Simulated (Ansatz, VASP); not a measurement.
# Cross-check of Zr3SbC (Zr3SbC antiperovskite) between VASP and Ansatz, part 3 of 3

One calculation is typed for both programs; each brings its own data sets. How far apart do they land? The cell is generated by rule, not measured, and may not be a known phase. The cell is taken from a series of runs on this material, whose earlier steps may have relaxed, scaled, displaced or heated it; both programs get it as it stands.

VASP 6.6.1 and Ansatz 0.2.0.

So far: Set-up; VASP: zone-centre phonons, PBE.

The structure was built from a prototype and need not be the compound's stable phase.

## 3. Ansatz: zone-centre phonons, PBE

Level of this step: Ansatz beside VASP: Kohn-Sham DFT, plane waves, PBE (Ansatz).

Ansatz runs on its PAW soft_1 files.

The same cell, functional, mesh and smearing now go to Ansatz, which takes its cutoff from its data sets.

Contents of input.yaml:

```yaml
crystal:
  lattice:
    - [4.567898335, 0.0, 0.0]
    - [0.0, 4.567898335, 0.0]
    - [0.0, 0.0, 4.567898335]
  atoms:
    - { symbol: Sb, position: [0.0, 0.0, 0.0] }
    - { symbol: Zr, position: [0.5, 0.5, 0.0] }
    - { symbol: Zr, position: [0.5, 0.0, 0.5] }
    - { symbol: Zr, position: [0.0, 0.5, 0.5] }
    - { symbol: C, position: [0.5, 0.5, 0.5] }
kpoints:
  mp_grid: { grid: [4, 4, 4] }
hamiltonian:
  xc: pbe
  pseudopotentials: { kind: paw, azcp: { folder: soft_1 } }
scf:
  occupations: { method: methfessel_paxton, width: 0.2 }
output:
  eigenvalues: true
phonons:
  method: dfpt
  qmesh: [2, 2, 2]
  temperatures: { t_max: 1000, t_step: 50 }
  qpath:
    path:
      - [[0.0, 0.0, 0.0], [0.0, 0.5, 0.0], [0.5, 0.5, 0.0], [0.0, 0.0, 0.0], [0.5, 0.5, 0.5], [0.0, 0.5, 0.0]]
      - [[0.5, 0.5, 0.5], [0.5, 0.5, 0.0]]
    npoints: 10
```

Command:

```
ansatz run input.yaml --threads 8 --pin off --max-ram 20480MiB --backend cpu --events-out ev --progress --plain --runs-dir out
```

Numbers of over 12 decimals in the logs are rounded to 6 here.

What it wrote:

```text
Engine: ansatz 0.2.0, aarch64-unknown-linux-gnu
Pseudopotentials: kind: paw
Pseudopotential: Sb, paw, valence charge 15, recommended cutoff 420 eV (normal), soft_1/Sb.paw.azcp
Pseudopotential: Zr, paw, valence charge 12, recommended cutoff 420 eV (normal), soft_1/Zr.paw.azcp
Pseudopotential: C, paw, valence charge 4, recommended cutoff 420 eV (normal), soft_1/C.paw.azcp
Functional definition: PBE
  parameter kappa = 0.804
  parameter beta = 0.066725
  exchange = pbe_x(kappa = kappa, mu = beta*pi^2/3)
  correlation = pbe_c(beta = beta)
Crystal: 5 atoms, lattice volume = 95.312 Å³
Basis set: ecut = 420 eV, 1863 PW (Γ), exchange–correlation on 64×64×64 points (8 copies of the dense FFT grid, shifted against one another)
Bands: 33, of which v1, the nominal top of the filled ones, is band 28 counted from 1 (27 counted from 0)
Symmetry: 48 space group operations
k-points: 10 of 64
Non-local potential: Sb, projectors of the file, l = 0: 2, l = 1: 2, l = 2: 2, l = 3: 1
Non-local potential: Zr, projectors of the file, l = 0: 3, l = 1: 2, l = 2: 2, l = 3: 1
Non-local potential: C, projectors of the file, l = 0: 2, l = 1: 2, l = 2: 1
PAW form: soft (Blöchl's): semilocal exchange-correlation on the pseudo side does not see the compensation charge
PAW one-centre angular grid: Sb, 590 points (default); XC on 64 Gauss nodes
PAW one-centre angular grid: Zr, 590 points (default); XC on 64 Gauss nodes
PAW one-centre angular grid: C, 110 points (default); XC on 64 Gauss nodes
Initial density: superposition of atomic densities (chi_scale 0.1, normalization cell, long waves kept (reshape's long-wave potential 0.00 eV rms))
Initial wavefunctions: pseudopotential atomic-orbital guess
Functional: x = pbe(κ = 0.804, μ = 0.219515), c = pbe(β = 0.066725)
SCF iter   1: F=—  HF=-19293.520755 eV  |F-HF|=—  |Δ(HF+E_count)|=         —  Δρ=7.20e-2  dr2=1.58e1  ethr=3.10e-3  ⟨swp⟩=5.1  Hψ=1285  notcnv=0
preconditioner: auto → Kerker (q_TF=auto, 2.489 Å⁻¹)  [metal: Δε(μ)=0.009 eV  Ē_g=5.849 eV  σ=0.200 eV  W_gap=0.04  n_scr=26 (ndim 8)  ℏωp=17.4 eV  f_vac=0.000  D(μ)=7.32/eV (n_scr^D=80)]
SCF iter   2: F=—  HF=-19290.589810 eV  |F-HF|=—  |Δ(HF+E_count)|=    2.93e0  S|Δr|=    0.00e0  Δρ=3.30e-2  dr2=3.95e0  ethr=3.10e-3  ⟨swp⟩=2.5  Hψ=626  notcnv=0
SCF iter   3: F=—  HF=-19289.639966 eV  |F-HF|=—  |Δ(HF+E_count)|=   9.50e-1  S|Δr|=    0.00e0  Δρ=1.17e-2  dr2=3.76e-1  ethr=3.10e-3  ⟨swp⟩=2.6  Hψ=553  notcnv=0
SCF iter   4: F=—  HF=-19289.541984 eV  |F-HF|=—  |Δ(HF+E_count)|=   9.80e-2  S|Δr|=    0.00e0  Δρ=2.67e-3  dr2=4.20e-3  ethr=6.83e-4  ⟨swp⟩=2.0  Hψ=454  notcnv=0
SCF iter   5: F=—  HF=-19289.542971 eV  |F-HF|=—  |Δ(HF+E_count)|=   9.87e-4  S|Δr|=    0.00e0  Δρ=6.98e-4  dr2=4.28e-4  ethr=7.63e-6  ⟨swp⟩=2.0  Hψ=615  notcnv=0
SCF iter   6: F=—  HF=-19289.542916 eV  |F-HF|=—  |Δ(HF+E_count)|=   5.47e-5  S|Δr|=    0.00e0  Δρ=1.62e-4  dr2=2.48e-5  ethr=7.78e-7  ⟨swp⟩=2.0  Hψ=573  notcnv=0
SCF iter   7: F=—  HF=-19289.542913 eV  |F-HF|=—  |Δ(HF+E_count)|=   3.27e-6  S|Δr|=    0.00e0  Δρ=3.14e-5  dr2=1.37e-6  ethr=4.50e-8  ⟨swp⟩=2.0  Hψ=605  notcnv=0
SCF iter   8: F=—  HF=-19289.542914 eV  |F-HF|=—  |Δ(HF+E_count)|=   7.02e-7  S|Δr|=    0.00e0  Δρ=5.96e-6  dr2=3.53e-8  ethr=2.50e-9  ⟨swp⟩=2.1  Hψ=453  notcnv=0
SCF iter   9: F=—  HF=-19289.542914 eV  |F-HF|=—  |Δ(HF+E_count)|=   2.91e-9  S|Δr|=    0.00e0  Δρ=1.08e-6  dr2=1.09e-9  ethr=6.42e-11  ⟨swp⟩=2.0  Hψ=444  notcnv=0
SCF iter  10: F=—  HF=-19289.542914 eV  |F-HF|=—  |Δ(HF+E_count)|=  1.02e-10  S|Δr|=    0.00e0  Δρ=2.01e-7  dr2=3.47e-11  ethr=1.98e-12  ⟨swp⟩=2.0  Hψ=546  notcnv=0
SCF iter  11: F=-19289.542914 eV  HF=-19289.542914 eV  |F-HF|=3.64e-12  |Δ(HF+E_count)|=  7.28e-12  S|Δr|=    0.00e0  Δρ=4.49e-8  dr2=1.88e-12  ethr=1.00e-12  ⟨swp⟩=6.6  Hψ=1559  notcnv=0
the search or the solves at the SCF's close seem to have found levels that the self-consistency loop had missed (the run counts 1). By its estimate they hold under 1e-12 electrons; where the run keeps them, the occupations were computed again with them
SCF 1 converged in 11 iterations: F = -19289.542914 eV  dr2 = 1.88e-12
  greatest PAW one-centre occupation: 0.997 electrons in one spin orbital (limit 2), on the Zr atom at site 3 (counted from 0), in its partial waves of l = 0
phonons: the bands overlap, so this run is a metal and interpolates without the dipole-dipole term. If the crystal is really an insulator or semiconductor, its LO-TO splitting is missing
NSCF: frozen V_eff on 10 k-points
NSCF: frozen V_eff on 27 k-points
DFPT response loops at q = (0, 0, 0) (fractional): preconditioner auto → Kerker (q_TF=auto, 2.489 Å⁻¹) (partly filled bands, converged f_vac=0.000); β = 1.00, the filter's whole step (`scf.mixing.beta` (0.50) is not read by the response loops under this deck's `scf.mixing.preconditioner`; to damp them name `kerker` or `kerker_dos`, under which they read `scf.mixing.beta`, and type it under 1.00, their step now; both keys bind the ground state too); Broyden in place of MSR1
NSCF: frozen V_eff on 54 k-points
DFPT response loops at q = (0, 0, -0.5) (fractional): mixed as the last ones told, above
NSCF: frozen V_eff on 54 k-points
DFPT response loops at q = (0, -0.5, -0.5) (fractional): mixed as the last ones told, above
NSCF: frozen V_eff on 54 k-points
DFPT response loops at q = (-0.5, -0.5, -0.5) (fractional): mixed as the last ones told, above
SCF converged after 11 iterations
Stability not checked: this state was not tested for a lower state beside it, because cold or Methfessel-Paxton smearing, or corrected tetrahedra, fill the levels in a way that the test cannot read (fill_not_monotonic; see scf.lower_state_search)
Free energy (F): -19289.542914 eV
Harris-Foulkes:  -19289.542914 eV  (|F-HF|=3.64e-12)
Internal energy: -19289.505353 eV  (E = F + TS)
E sigma→0 (E₀):  -19289.533524 eV
Entropy (-TS):   -0.037561 eV (-7.512 meV/atom)
Fermi energy:    15.024041 eV
--- Per-component energies (eV) ---
  E_band       = -343.962823
  E_kinetic    = 1203.567964
  E_local      = -3150.548613  (includes V_loc(G=0)·N_el)
  E_nonlocal   = 639.478225
  E_hartree    = 1158.890783
  E_xc         = -611.851204
  E_vxc        = -700.166517  (∫ρ·V_xc dr)
  E_paw        = -13539.202378  (= ΣΔE_a)
  E_vpaw       = -654.075525  (= ΣTr[D̂ρ^β])
  E_aug_tail   = 0.000076  (compensation charges beyond the density's cutoff)
  E_ewald      = -4989.840207
  E_smearing   = -0.037561  (= −TS)
  E_closure    = 0.000000  (closes the sum)
  Σ components = -19289.542914   (vs F -19289.542914, Δ=0.00e0)
--- Band table (eV; the first three rows and the last of 10) ---
  k-point 0: bands = [... 24 lower, 12.8567, 12.8567, 12.8567, 14.4100, 14.4100, 14.4100, 15.9577, 16.4884, ... 1 higher]
  k-point 1: bands = [... 24 lower, 12.6531, 13.0227, 13.0716, 13.9795, 15.3470, 15.3470, 15.9538, 16.9265, ... 1 higher]
  k-point 2: bands = [... 24 lower, 12.4966, 13.3654, 13.9263, 15.1201, 15.3817, 16.0247, 16.2212, 16.2212, ... 1 higher]
  k-point 9: bands = [... 24 lower, 11.5793, 14.5821, 14.5821, 14.5821, 15.1874, 15.1874, 15.1874, 16.5244, ... 1 higher]
--- Phonons (Γ-DFPT): 4 representative perturbations + reference (Σ response iterations 13) ---
  ASR residual: 2.141e-5 → 0.000e0 eV/Å²; symmetrization residual: 2.919e-6 eV/Å²
  ASR residual per site (eV/Å²): 1.06e-5 7.80e-6 7.80e-6 7.80e-6 2.14e-5
  Γ frequencies (cm⁻¹): 0.00 0.00 0.00 79.66 79.66 79.66 154.48 154.48 154.48 157.00 157.00 157.00 490.62 490.62 490.62
--- Phonons (arbitrary-q DFPT): 4 irreducible q on the 2×2×2 mesh ---
  q = [0.0000, 0.0000, 0.0000] (star 1, of the zone-centre solve; hermiticity 3.37e-7, symmetrization 2.01e-12): -0.00 0.00 0.00 79.66 79.66 79.66 154.48 154.48 154.48 157.00 157.00 157.00 490.62 490.62 490.62
  q = [0.0000, 0.0000, -0.5000] (star 3, 9 solved perturbations in 216 linear systems a pass and spin channel, the states on 27 of 64 k-point pairs; hermiticity 4.58e-7, symmetrization 1.60e-7): -121.35 -113.47 10.74 10.74 42.69 42.69 88.56 88.56 93.79 110.54 110.54 204.71 432.05 468.28 468.28
  q = [0.0000, -0.5000, -0.5000] (star 3, 9 solved perturbations in 216 linear systems a pass and spin channel, the states on 27 of 64 k-point pairs; hermiticity 6.10e-7, symmetrization 2.91e-7): -126.12 -83.20 -83.20 -45.11 57.22 57.22 77.87 77.87 79.98 111.82 171.56 220.51 416.18 416.18 449.36
  q = [-0.5000, -0.5000, -0.5000] (star 1, 4 solved perturbations in 81 linear systems a pass and spin channel, the states on 27 of 64 k-point pairs; hermiticity 2.32e-7, symmetrization 2.62e-8): -101.19 -101.19 -101.19 66.32 66.32 66.32 142.85 142.85 142.85 168.74 168.74 262.27 428.26 428.26 428.26
  sum rule: each row above includes the acoustic sum rule's correction from the zone centre's row sums; it moved no ω² by more than (0.70 cm⁻¹)²
  mesh force constants: q→R imaginary residual 5.24e-18; ASR residual 2.141e-5 → 0.000e0 eV/Å²; symmetrization residual 1.066e-14 eV/Å²
  interpolated dispersion: 62 rows × 15 modes
  density of states and harmonic sums: on the 14×14×14 q-mesh, interpolated from the force constants of a 2×2×2 supercell (no non-analytic term)
  largest difference from the sums on the solved wave vectors: F 1.01e-1 eV, S 1.11e-4 and C_V 1.26e-5 eV/K
  zero-point energy: 0.141990 eV/cell   skipped modes (ω ≤ 0): 354, of them read as no rigid motion or as one in doubt: 351 (2.929e0 modes/cell left out, lowest -126.12 cm⁻¹)   left out of the sums: 1.95e-1 of the cell's modes: C_V's classical limit lies that fraction below 3 k_B per atom; for a crystal, a wire or a layer, F and S can be off by more, and a phonons.interpolated_qmesh denser along its periods is the remedy for the sampling
```

In the SCF lines HF is the Harris–Foulkes energy and dr2 the Hartree energy of the density residual, in eV; the loop may stop once dr2 is under the threshold and the program's other checks hold. Hψ counts applications of the Hamiltonian.

## 4. Comparison

Known differences besides the potentials themselves: VASP's run holds the zone centre alone; the data sets hold 55 valence electrons in Ansatz (on its PAW soft_1 files) and 45 in VASP; the cutoff is 420 eV in Ansatz and 600 eV in VASP. Total energies have different zeros and are not compared.

The two programs side by side:

```
                    quantity  Ansatz   VASP  difference
  optical mode 1 to 3 (cm⁻¹)    79.7   81.8     -2.57 %
  optical mode 4 to 6 (cm⁻¹)   154.5  155.4     -0.60 %
  optical mode 7 to 9 (cm⁻¹)   157.0  157.7     -0.46 %
optical mode 10 to 12 (cm⁻¹)   490.6  493.3     -0.55 %
```

Modes are paired by rising frequency, not by their patterns, so a pair may set unlike modes beside each other; they are those without the splitting of longitudinal modes.

## 5. Summary of results

```
r.m.s. difference of the optical zone-centre modes, each program's sorted by frequency (zone-centre phonons, PBE) : 1.8 cm⁻¹
difference in optical mode 1 to 3 (zone-centre phonons, PBE)                                                      : -2.6 %
```

What this shows: The r.m.s. difference of the optical zone-centre modes, each program's sorted by frequency is 1.8 cm⁻¹ (zone-centre phonons, PBE). The data sets hold unlike numbers of valence electrons (55 in Ansatz and 45 in VASP), so part of the differences comes from the potentials. Among the rows given in per cent, the largest difference of the zone-centre phonons, PBE pair is in optical mode 1 to 3, -2.6 %. Such differences can come from data sets, numerical settings and the points named under the comparisons, not from the functional's error against experiment.

[Lines on the potential files, build, host, timing and source positions are cut from VASP's logs without a mark.]

[Logs are printed without paths, hosts, clocks, repeated set-up lines and the standing remarks that a program may print on its own settings, such as how far it seeks lower states.]

[Hosts, paths, dates, database ids (printed as entryN), source tags and the programs' standing remarks are cut or masked in the printed files.]
